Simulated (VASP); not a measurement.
Method: LDA (Ceperley-Alder, Perdew-Zunger), VASP's LDA PAW potentials (set 64) (plane waves; VASP 6.6.1).

The input files of a VASP run:

File POSCAR:
```
Tc2N
1
    2.8247000000     0.0000000000     0.0000000000
   -1.4123500000     2.4462620000     0.0000000000
    0.0000000000     0.0000000000     9.6807900000
Tc N
4 2
Direct
  0.3333330000   0.6666670000   0.3924500000
  0.6666670000   0.3333330000   0.6075500000
  0.6666670000   0.3333330000   0.8924500000
  0.3333330000   0.6666670000   0.1075500000
  0.3333330000   0.6666670000   0.7500000000
  0.6666670000   0.3333330000   0.2500000000
```

**KPOINTS**
```
Automatic mesh
0
Gamma
11 11 3
0 0 0
```

**KPOINTS_OPT**
```
k-points along high-symmetry lines
6
Line-mode
Reciprocal
  0.000000   0.000000   0.000000 ! GAMMA
  0.500000   0.000000   0.000000 ! M

  0.500000   0.000000   0.000000 ! M
  0.333333   0.333333   0.000000 ! K

  0.333333   0.333333   0.000000 ! K
  0.000000   0.000000   0.000000 ! GAMMA

  0.000000   0.000000   0.000000 ! GAMMA
  0.000000   0.000000   0.500000 ! A

  0.000000   0.000000   0.500000 ! A
  0.500000   0.000000   0.500000 ! L

  0.500000   0.000000   0.500000 ! L
  0.333333   0.333333   0.500000 ! H

  0.333333   0.333333   0.500000 ! H
  0.000000   0.000000   0.500000 ! A

  0.500000   0.000000   0.500000 ! L
  0.500000   0.000000   0.000000 ! M

  0.333333   0.333333   0.500000 ! H
  0.333333   0.333333   0.000000 ! K
```

### INCAR
```
! general
SYSTEM  = Tc2N
PREC    = Accurate
ENCUT   = 400
LREAL   = .FALSE.
LASPH   = .TRUE.

! electronic loop
EDIFF   = 1E-6
NELM    = 100
ALGO    = Normal
LMAXMIX = 4

! smearing
ISMEAR  = 0
SIGMA   = 0.1

! ions
ISIF    = 2

! output
LWAVE   = .FALSE.
LCHARG  = .FALSE.
```

POTCAR, in this order: Tc_pv N (LDA.64 set). Program: vasp_std.

At this cut-off the stress carries a Pulay error, which pulls relaxed volumes low.

**Question.** Predict the energy per atom (σ→0), pressure, largest force, band gap (over mesh and band path).

**Answer.** 
- energy per atom (σ→0) = -11143 meV/atom
- band gap (over mesh and band path) = none (metal, semimetal or under 0.01 eV)
- pressure = -15.48 GPa
- largest force = 0.306 eV/Å

File OSZICAR:
```
...
DAV:  11    -0.668669875133E+02    0.52707E-03   -0.55259E-03  2888   0.306E-01    0.487E-02
DAV:  12    -0.668669722487E+02    0.15265E-04   -0.27620E-04  2757   0.102E-01    0.203E-02
DAV:  13    -0.668669680662E+02    0.41824E-05   -0.11725E-04  2662   0.403E-02    0.807E-03
DAV:  14    -0.668669669426E+02    0.11236E-05   -0.71037E-06  2599   0.111E-02    0.195E-03
DAV:  15    -0.668669669281E+02    0.14531E-07   -0.41443E-07  1549   0.323E-03
   1 F= -.66866967E+02 E0= -.66860744E+02  d E =-.124456E-01
       N       E                     dE             ncg
       N       E                     dE             ncg
```

The structure comes from a computed database's Tc2N entry (P6_3/mmc); how it stands against other phases isn't given here. The cell was not relaxed at this level.
